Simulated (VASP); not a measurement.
Given:

```
ZrO2
1.0
    0.00000     2.42278     2.42278
    2.42278     0.00000     2.42278
    2.42278     2.42278     0.00000
Zr O
1 2
Cartesian
  0.00000   0.00000   0.00000
  1.21139   1.21139   1.21139
  3.63418   3.63418   3.63418
```

Computed with PBEsol GGA, VASP's PBE PAW potentials (set 64) (plane waves; VASP 6.6.1). Numerical set-up: 620 eV cut-off, 8×8×8 Γ-centred mesh, Gaussian smearing of 0.050 eV, potentials Zr_sv O.

Problem. What does the run give for the energy per atom (σ→0), pressure, band gap (on the k-mesh) with the smallest direct gap where there is one?

Solution. 
```json
{
 "band gap (on the k-mesh)": "3.65 eV",
 "smallest direct gap (on the k-mesh)": "4.23 eV",
 "energy per atom (σ→0)": "-9804 meV/atom",
 "pressure": "44.93 GPa"
}
```

Only differences to runs with the same potentials and settings are physical.

The compound is ZrO2 in the fluorite structure, the high-temperature cubic form, which is unstable at 0 K; the monoclinic form is the stable one. It was relaxed first under an external pressure of 45 GPa.
